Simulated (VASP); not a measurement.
Given:

```
CuNi
1.0
    2.46361     0.00000     0.00000
   -1.23181     2.13355     0.00000
    0.00000     0.00000     4.09472
Cu Ni
1 1
Direct
  0.00000   0.00000   0.50000
  0.66667   0.33333   0.00000
```

Computed with PBEsol GGA with spin-orbit coupling, VASP's PBE PAW potentials (set 64) (plane waves; VASP). Settings: 400 eV cut-off, 15×15×8 Γ-centred mesh, Gaussian smearing of 0.050 eV, potentials Cu Ni.

Problem. Predict the energy per atom (σ→0), band gap (over mesh and band path) with the smallest direct gap where there is one.

Solution. 
```yaml
band gap (over mesh and band path): none (metal, semimetal or under 0.01 eV)
energy per atom (σ→0): -5.208 eV/atom
```

The structure comes from a computed database's CuNi entry (P-6m2); how it stands against other phases isn't given here. It was relaxed first.
